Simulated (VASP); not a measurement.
Given:

```
SnS2
1.0
    1.83437    -3.17722     0.00000
    1.83437     3.17722     0.00000
    0.00000     0.00000     5.79305
Sn S
1 2
Direct
  0.00000   0.00000   0.00000
  0.33333   0.66667   0.25481
  0.66667   0.33333   0.74519
```

The numbers are results of PBE GGA with D4 dispersion, VASP's PBE PAW potentials (set 64) (plane waves; VASP 6.6.1), not measurements. Run with 520 eV cut-off, Gaussian smearing of 0.050 eV, potentials Sn_d S.

Unless said otherwise, spin-orbit coupling is left out, though it shifts the bands of the heavy elements here.

Question: Estimate the band gap (along the path) with the smallest direct gap where there is one.

Answer: 
The band gap (along the path) is 1.28 eV and the smallest direct gap (along the path) is 1.73 eV.

The compound is SnS2 in the 1T layered structure. It was relaxed first.
